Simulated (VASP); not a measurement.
Elastic constants (GPa) of a crystal from VASP 6.6.1 with PBEsol GGA, VASP's PBE PAW potentials (set 64):

```csv
,xx,yy,zz,yz,xz,xy
xx,613.0,295.3,295.3,0.0,0.0,0.0
yy,295.3,613.0,295.3,0.0,0.0,0.0
zz,295.3,295.3,613.0,0.0,0.0,0.0
yz,0.0,0.0,0.0,239.8,0.0,0.0
xz,0.0,0.0,0.0,0.0,239.8,0.0
xy,0.0,0.0,0.0,0.0,0.0,239.8
```

Finite-difference elastic constants of metals are sensitive to mesh and smearing; shear constants can be off by tens of GPa.

Work out the Voigt, Reuss and Hill moduli, Young's modulus and Poisson's ratio.

All eigenvalues are positive (smallest 239.8 GPa), so the crystal is stable. K_V = (C11+C22+C33+2(C12+C13+C23))/9 = (1839.0 + 2×885.9)/9 = 401.2 GPa; G_V = (1839.0 − 885.9 + 3×719.4)/15 = 207.4 GPa. From the compliances, K_R = 401.2 GPa and G_R = 199.2 GPa. Hill: K = 401.2 GPa, G = 203.3 GPa, E = 9KG/(3K+G) = 521.8 GPa, ν = (3K−2G)/(2(3K+G)) = 0.283. K/G = 1.97, above Pugh's 1.75; universal anisotropy A^U = 0.21.

With a density of 21.19 g/cm³, what are the mean sound speeds?

v_l = √((K+4G/3)/ρ) = 5.63 km/s and v_t = √(G/ρ) = 3.10 km/s. The crystal is Re (relaxed from the fcc structure, space group Fm-3m), cubic.

The structure was generated: Re was put into the fcc type (Fm-3m), which need not be its known phase. It was relaxed first.
